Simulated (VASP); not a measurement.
All values below come from LDA (Ceperley-Alder, Perdew-Zunger), VASP's LDA PAW potentials (set 64) (plane waves; VASP).

VASP input:

File KPOINTS:
```
Automatic
0
Gamma
  12 12 12
0 0 0
```

INCAR:
```
SYSTEM  =  K
PREC  =  Accurate; ENCUT  =  500; LREAL  =  .FALSE.
LASPH  =  .TRUE.
EDIFF  =  1E-6; NELM  =  100; ALGO  =  Normal
ISMEAR  =  1; SIGMA  =  0.1
IBRION  =  2; NSW  =  40; ISIF  =  3
EDIFFG  =  -0.02; PSTRESS  =  50
LWAVE  =  .FALSE.; LCHARG  =  .FALSE.
```

File POSCAR:
```
K
1
   -2.1595324276     2.1595324276     2.1595324276
    2.1595324276    -2.1595324276     2.1595324276
    2.1595324276     2.1595324276    -2.1595324276
K
1
Direct
  1.0000000000   0.0000000000   0.0000000000
```

POTCAR, in this order: K_sv (LDA.64 set). Program: vasp_std.

Output

**OSZICAR**
```
       N       E                     dE             d eps       ncg     rms          rms(c)
DAV:   1     0.521546063195E+02    0.52155E+02   -0.40741E+03  1152   0.916E+02
DAV:   2     0.434089241424E+00   -0.51721E+02   -0.51308E+02  1160   0.246E+02
DAV:   3    -0.881294283849E+00   -0.13154E+01   -0.13073E+01  1896   0.355E+01
DAV:   4    -0.909787972966E+00   -0.28494E-01   -0.28575E-01  1664   0.351E+00
DAV:   5    -0.909900427822E+00   -0.11245E-03   -0.11240E-03  1952   0.193E-01    0.467E+00
DAV:   6    -0.905151920985E+00    0.47485E-02   -0.95791E-03  1664   0.102E+00    0.303E+00
DAV:   7    -0.904812783720E+00    0.33914E-03   -0.12946E-02  1408   0.105E+00    0.153E-01
DAV:   8    -0.904545303487E+00    0.26748E-03   -0.20379E-03  1648   0.579E-01    0.463E-02
DAV:   9    -0.904545006338E+00    0.29715E-06   -0.29062E-05  1760   0.418E-02    0.206E-02
DAV:  10    -0.904543529690E+00    0.14766E-05   -0.60713E-06  1760   0.259E-02    0.294E-03
DAV:  11    -0.904543614671E+00   -0.84981E-07   -0.12354E-07  1072   0.546E-03
   1 F= 0.35263968E+00 E0= 0.35290774E+00  d E =0.352640E+00
```

File OUTCAR:
```
------------------------ aborting loop because EDIFF is reached ----------------------------------------
  FORCE on cell =-STRESS in cart. coord.  units (eV):
  Direction    XX          YY          ZZ          XY          YZ          ZX
  --------------------------------------------------------------------------------------
  Total        1.2604016      1.2604016      1.2604016     -0.0000000     -0.0000000      0.0000000
  in kB       50.1279962     50.1279962     50.1279962     -0.0000000     -0.0000000      0.0000000
  external PRESSURE =       0.1279962 kB  Pullay stress =      50.0000000 kB
  volume of cell :       40.28
      direct lattice vectors                 reciprocal lattice vectors
    -2.159532428  2.159532428  2.159532428     0.000000000  0.231531601  0.231531601
     2.159532428 -2.159532428  2.159532428     0.231531601  0.000000000  0.231531601
     2.159532428  2.159532428 -2.159532428     0.231531601  0.231531601  0.000000000
 POSITION                                       TOTAL-FORCE (eV/Angst)
 -----------------------------------------------------------------------------------
      0.00000      0.00000      0.00000        -0.000000     -0.000000      0.000000
 -----------------------------------------------------------------------------------
    total drift:                                0.000000     -0.000000      0.000000
  FREE ENERGIE OF THE ION-ELECTRON SYSTEM (eV)
  ---------------------------------------------------
  free  energy   TOTEN  =        -0.9045436147 eV

  energy  without entropy=       -0.9037394526  energy(sigma->0) =       -0.90427556
  enthalpy is  TOTEN    =         0.3526396834 eV   P V=        1.2571832981

 reached required accuracy - stopping structural energy minimisation
```
(Selected blocks of OUTCAR.)

The compound is K in the bcc structure. It was relaxed first under an external pressure of 5 GPa.
